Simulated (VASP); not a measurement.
Output of a VASP run:

**OSZICAR**
```
       N       E                     dE             d eps       ncg     rms          rms(c)
DAV:   1     0.140525326678E+02    0.14053E+02   -0.39871E+03   560   0.896E+02
DAV:   2    -0.120201334447E+02   -0.26073E+02   -0.25452E+02   840   0.108E+02
DAV:   3    -0.124537650199E+02   -0.43363E+00   -0.43363E+00   672   0.185E+01
DAV:   4    -0.124543723535E+02   -0.60733E-03   -0.60733E-03   808   0.776E-01
DAV:   5    -0.124543725629E+02   -0.20946E-06   -0.20946E-06   656   0.109E-02    0.479E+00
DAV:   6    -0.119562070627E+02    0.49817E+00   -0.14666E+00   576   0.614E+00    0.244E+00
DAV:   7    -0.118941691795E+02    0.62038E-01   -0.19325E-01   784   0.263E+00    0.901E-01
DAV:   8    -0.118874281851E+02    0.67410E-02   -0.19048E-02   592   0.980E-01    0.103E-01
DAV:   9    -0.118877967427E+02   -0.36856E-03   -0.63309E-04   720   0.205E-01    0.548E-02
DAV:  10    -0.118880011247E+02   -0.20438E-03   -0.32637E-04   656   0.136E-01    0.163E-02
DAV:  11    -0.118880052976E+02   -0.41729E-05   -0.16610E-05   840   0.289E-02    0.110E-02
DAV:  12    -0.118880055461E+02   -0.24845E-06   -0.25437E-06   592   0.133E-02
   1 F= -.11888006E+02 E0= -.11888006E+02  d E =-.118880E+02
       N       E                     dE             d eps       ncg     rms          rms(c)
DAV:   1    -0.118882946460E+02   -0.28935E-03   -0.76206E-03   640   0.665E-01    0.858E-02
DAV:   2    -0.118881141422E+02    0.18050E-03   -0.30296E-04   600   0.107E-01    0.417E-02
DAV:   3    -0.118880590228E+02    0.55119E-04   -0.12350E-04   624   0.621E-02    0.137E-02
DAV:   4    -0.118880551792E+02    0.38437E-05   -0.72147E-06   680   0.178E-02    0.770E-03
DAV:   5    -0.118880549100E+02    0.26923E-06   -0.49470E-07   304   0.487E-03
   2 F= -.11888055E+02 E0= -.11888055E+02  d E =-.493639E-04
       N       E                     dE             d eps       ncg     rms          rms(c)
DAV:   1    -0.118881535118E+02   -0.98333E-04   -0.13697E-03   656   0.281E-01    0.362E-02
DAV:   2    -0.118881198388E+02    0.33673E-04   -0.54715E-05   584   0.452E-02    0.176E-02
DAV:   3    -0.118881089337E+02    0.10905E-04   -0.22212E-05   640   0.263E-02    0.579E-03
DAV:   4    -0.118881081992E+02    0.73449E-06   -0.12931E-06   440   0.756E-03
   3 F= -.11888108E+02 E0= -.11888108E+02  d E =-.102653E-03
```

File OUTCAR:
```
------------------------ aborting loop because EDIFF is reached ----------------------------------------
  FORCE on cell =-STRESS in cart. coord.  units (eV):
  Direction    XX          YY          ZZ          XY          YZ          ZX
  --------------------------------------------------------------------------------------
  Total        0.0011192      0.0011192      0.0011192     -0.0000000      0.0000000     -0.0000000
  in kB        0.0658676      0.0658676      0.0658676     -0.0000000      0.0000000     -0.0000000
  external PRESSURE =       0.0658676 kB  Pullay stress =       0.0000000 kB
  volume of cell :       27.22
      direct lattice vectors                 reciprocal lattice vectors
    -0.000000000  2.387682963  2.387682963    -0.209408036  0.209408036  0.209408036
     2.387682963  0.000000000  2.387682963     0.209408036 -0.209408036  0.209408036
     2.387682963  2.387682963 -0.000000000     0.209408036  0.209408036 -0.209408036
  FREE ENERGIE OF THE ION-ELECTRON SYSTEM (eV)
  ---------------------------------------------------
  free  energy   TOTEN  =       -11.8881081992 eV

  energy  without entropy=      -11.8881081992  energy(sigma->0) =      -11.88810820

 reached required accuracy - stopping structural energy minimisation
```
(Selected blocks of OUTCAR.)

File POSCAR:
```
BAs
1
    0.0000000000     2.3900000000     2.3900000000
    2.3900000000     0.0000000000     2.3900000000
    2.3900000000     2.3900000000     0.0000000000
B As
1 1
Direct
  0.0000000000   0.0000000000   0.0000000000
  0.2500000000   0.2500000000   0.2500000000
```

Q: Write an INCAR and KPOINTS that could have produced this output.

A: This is not unique; one that fits is the input of the run itself, AM05 GGA, plane waves, VASP's PBE PAW potentials (set 64).

### INCAR
```
! general
SYSTEM  = BAs
PREC    = Accurate
ENCUT   = 520
LREAL   = F
LASPH   = T

! electronic loop
EDIFF   = 1E-6
NELM    = 100
ALGO    = Normal
LMAXMIX = 4

! smearing
ISMEAR  = 0
SIGMA   = 0.05

! functional
GGA     = AM

! ions
IBRION  = 2
NSW     = 60
ISIF    = 3
EDIFFG  = -0.01

! output
LWAVE   = F
LCHARG  = F
```

**KPOINTS**
```
Automatic mesh
0
G
  9 9 9
0 0 0
```

POTCAR, in this order: B As (PBE.64 set). Program: vasp_std.

The compound is BAs in the zinc blende structure. This run relaxes it. Symmetry was kept, so distortions that lower it aren't found.
